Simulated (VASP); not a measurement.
Data:

```yaml
crystal:
  lattice:
    - [0.00000, 2.81976, 2.81976]
    - [2.81976, 0.00000, 2.81976]
    - [2.81976, 2.81976, 0.00000]
  atoms:
    - { symbol: Ca, position: [0.00000, 0.00000, 0.00000] }
    - { symbol: S, position: [0.50000, 0.50000, 0.50000] }
```

All values below come from PBEsol GGA, VASP's PBE PAW potentials (set 64) (plane waves; VASP 6.6.1). Numerical set-up: 400 eV cut-off, 10×10×10 Γ-centred mesh, Gaussian smearing of 0.010 eV, potentials Ca_sv S.

Problem. Give the direction-averaged independent-particle dielectric function (no local fields, no excitons; a broadening of 0.1 eV leaves a tail below the gap, and fine structure carries the noise of the k-mesh).

Solution. 
```tsv
ħω (eV)	ε₁	ε₂
0.00	5.73	0.00
0.30	5.75	0.01
0.70	5.81	0.02
1.10	5.93	0.04
1.50	6.13	0.06
1.90	6.42	0.09
2.30	6.89	0.15
2.60	7.47	0.26
3.00	8.58	1.38
3.40	8.54	3.00
3.80	8.48	4.11
4.20	7.32	5.72
4.60	7.32	6.50
5.00	5.97	5.90
5.30	4.64	6.83
5.70	3.33	6.56
6.10	3.99	9.03
6.50	0.97	6.51
6.90	2.24	7.78
7.30	-0.30	7.57
7.60	0.81	6.33
8.00	-1.44	6.25
8.40	-2.87	4.43
8.80	-1.21	3.70
9.20	-2.07	3.08
9.60	-1.49	2.42
10.00	-1.08	1.07
10.30	-0.14	1.53
10.70	-0.08	1.91
11.10	0.06	1.32
11.50	-0.05	2.24
11.90	-0.28	2.22
12.30	-0.81	2.06
12.60	-0.62	1.66
13.00	-0.75	0.95
13.40	-0.37	1.01
13.80	-0.14	0.79
14.20	-0.25	0.83
14.60	-0.11	0.98
15.00	-0.29	0.60
```
ε₂ peaks at 5.2 eV (height 7.6), 6.1 eV (height 9.0), 6.9 eV (height 7.8), 7.7 eV (height 7.0), 11.8 eV (height 2.3); ε₁(0) averages 5.73, so the electronic refractive index below the gap tends to √5.73 = 2.39.

The compound is CaS in the rock salt structure. It was relaxed first.
